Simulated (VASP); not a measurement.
A run of VASP 6.6.1 is set up as follows.

File INCAR:

```
PREC     = Accurate       # precision mode
ENCUT    = 900            # plane-wave cutoff, eV
EDIFF    = 1E-8           # SCF threshold, eV
ISMEAR   = 0              # smearing method
SIGMA    = 0.02           # smearing width, eV
LREAL    = False          # projectors in reciprocal space
LASPH    = True           # aspherical terms in the spheres
NELM     = 80             # most SCF steps
ALGO     = Fast           # electronic algorithm
ISIF     = 2              # what is computed and relaxed
LWAVE    = False          # write WAVECAR
LCHARG   = False          # write CHGCAR
GGA      = PE             # functional
LEPSILON = True           # dielectric tensor by DFPT
IBRION   = 8              # ionic algorithm
NSW      = 1              # ionic steps
```

Contents of KPOINTS:

```
Automatic mesh
0
Gamma
  12 12 12
```

File POSCAR:

```
SiC                                     
1.0
    0.0000000000      2.1889633245      2.1889633245
    2.1889633245      0.0000000000      2.1889633245
    2.1889633245      2.1889633245      0.0000000000
  Si              C             
     1     1
Direct
     0.0000000000000000    0.0000000000000000    0.0000000000000000
     0.2500000000000000    0.2500000000000000    0.2500000000000000
```

Potentials or basis: VASP PAW PBE potentials, release 64 (Si, C_h).

Launch:

```bash
$ cat potpaw_PBE.64/Si/POTCAR potpaw_PBE.64/C_h/POTCAR > POTCAR
$ mpirun -np 1 vasp_std > vasp.out
```

(1) Predict the electronic dielectric tensor (diagonal).

(2) Estimate the Born charges (mean of the diagonal).

(3) What does it give for the band gap on the k mesh?

Results:

(1) 7.00.

(2) Si +2.69; C -2.69 e.

(3) 1.37 eV, indirect (least direct gap 4.53 eV).

**Experimental background.**

From “Insight into the structural, elastic and electronic properties of a new orthorhombic 6O-SiC polytype”, 2020, pmc:7200658, for a bulk crystal of SiC: band gap 2.4 eV (indirect).

“Infrared properties of SiC particles”, 1999, arxiv:astro-ph/9903031 quotes, for a bulk crystal of SiC: high-frequency dielectric constant 6.49.

Against the measured gap of SiC, 2.4 eV (indirect; quoted in “Insight into the structural, elastic and electronic properties of a new orthorhombic 6O-SiC polytype”, 2020, pmc:7200658), the calculated 1.37 eV is off by -1.03 eV. The value is that of PBE on a finite k mesh, which can miss the band edges, without temperature or zero-point motion. Semilocal functionals fall short of measured gaps as a rule. A measured high-frequency dielectric constant of SiC is 6.49 (quoted in “Infrared properties of SiC particles”, 1999, arxiv:astro-ph/9903031); the calculated 7.00 misses it by +7.9 %.
